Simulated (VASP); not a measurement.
SiB2:

```xyz
12
Lattice="6.0524 0.0081 -0.0955 0.0066 4.7903 -0.0663 -0.0603 -0.0519 3.7774" Properties=species:S:1:pos:R:3 pbc="T T T"
Si    1.3157    0.0515    0.7000
Si    4.5480    0.2535    0.3944
Si    5.9805    2.3379    3.1042
Si    2.9970    2.3183    3.3481
B     1.5833    0.7381    2.4458
B     4.5107    0.9281    2.2138
B     1.4413    3.7446    2.2253
B     4.5588    3.7845    2.0481
B     0.0327    3.3805    1.3525
B     3.1771    3.4787    1.2406
B     5.9756    1.5030    1.4464
B     3.0887    1.3565    1.5308
```

The cell was built by a generator and needn't be a form met in nature.

* Program: VASP 6.6.1
* Task: relaxation of cell and atoms
* Functional: PBE
* Potentials or basis: VASP PAW PBE potentials, release 64 (Si, B)
* Cutoff: 520 eV
* k mesh: 4 × 5 × 6
* Occupations: gaussian, width 0.15 eV
* Spin: no spin polarisation

At the start: pressure 3.5 GPa; volume 9.12 Å³/atom.

How do energy, volume and symmetry change on relaxing?

Over 52 steps the energy falls by 268.0 meV/atom and the volume is 8.94 Å³/atom (-2.0 %); space group P2_1/m (No. 11, to 0.05 Å).

Step by step:
| step | energy change (eV) | largest force (eV/Å) | pressure (GPa) | volume (Å³) |
| --- | --- | --- | --- | --- |
| 1 | 0.0000 | 3.3869 | 3.48 | 109.47 |
| 3 | -1.2630 | 1.7677 | -7.35 | 111.62 |
| 5 | -1.7599 | 1.2047 | 1.44 | 106.37 |
| 7 | -1.9493 | 0.6396 | 1.49 | 106.40 |
| 9 | -2.0071 | 0.4516 | -1.85 | 107.76 |
| 11 | -2.0688 | 0.3573 | 0.65 | 106.59 |
| 13 | -2.1477 | 0.6559 | 2.31 | 106.40 |
| 15 | -2.2305 | 0.8910 | -0.12 | 108.65 |
| 17 | -2.3923 | 0.6195 | 0.77 | 110.54 |
| 19 | -2.4894 | 0.5089 | -0.15 | 112.89 |
| 21 | -2.6229 | 0.6076 | -0.26 | 114.26 |
| 23 | -2.7184 | 0.5307 | 0.05 | 114.75 |
| 25 | -2.7590 | 0.3317 | 0.12 | 115.07 |
| 27 | -2.7972 | 0.4029 | -1.03 | 115.60 |
| 29 | -2.8542 | 0.4245 | 0.04 | 114.76 |
| 31 | -2.8657 | 0.5364 | 0.46 | 114.37 |
| 33 | -2.9342 | 0.5863 | -0.80 | 113.93 |
| 35 | -3.0006 | 0.5263 | -0.96 | 112.50 |
| 37 | -3.0895 | 0.6664 | 2.33 | 109.25 |
| 39 | -3.1336 | 0.3020 | -0.56 | 110.33 |
| 41 | -3.1566 | 0.2667 | -0.51 | 109.74 |
| 43 | -3.1886 | 0.1900 | -0.18 | 108.41 |
| 45 | -3.2075 | 0.1709 | 0.57 | 107.12 |
| 47 | -3.2128 | 0.0935 | -0.05 | 107.41 |
| 49 | -3.2156 | 0.0324 | -0.04 | 107.36 |
| 51 | -3.2157 | 0.0368 | 0.06 | 107.30 |
| 52 | -3.2159 | 0.0188 | 0.03 | 107.30 |

Final structure:
```
Si B
1.0
     5.95681    0.00336   -0.00420
    -0.00251    5.09920    0.97850
     0.00026    0.78397    3.68310
Si B
4 8
Direct
  0.25284 0.00156 0.04123
  0.75265 0.00209 0.04034
  0.00240 0.50487 0.97461
  0.50282 0.50423 0.97427
  0.25290 0.18123 0.46033
  0.75292 0.18173 0.45949
  0.25286 0.79177 0.61906
  0.75277 0.79229 0.61823
  0.00284 0.71446 0.39707
  0.50280 0.71439 0.39685
  0.00294 0.32522 0.55495
  0.50286 0.32519 0.55445
```
